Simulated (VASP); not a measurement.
Cost and result of VASP (PAW) for the bulk modulus of Be2C (antifluorite). Static lattice, third-order Birch-Murnaghan fit over five volumes. The cost counts the five points of the equation of state, each on the mesh and cut-off of its row, so the ratios hold those differences too. With PBE it took about 20 core-seconds. Costs are core time on shared hosts, one run each; read them as rough ratios.

```csv
level,k-mesh,cut-off (eV),bulk modulus (GPa),cost over PBE
LDA,9×9×9,520,216,within a factor of 2
PBEsol,9×9×9,520,205,within a factor of 2
PBE,9×9×9,520,201,reference
PBE-D4,9×9×9,520,210,within a factor of 2
rev-vdW-DF2,9×9×9,520,___,___
```

**Question.** What belongs in the gaps?

**Answer.** 
- rev-vdW-DF2, bulk modulus (GPa): 202
- rev-vdW-DF2, cost over PBE: about 5 times

Left out are levels that failed, ran on another kind of processor or have no fit band path; at most nine are shown.

The compound is Be2C in the antifluorite structure.
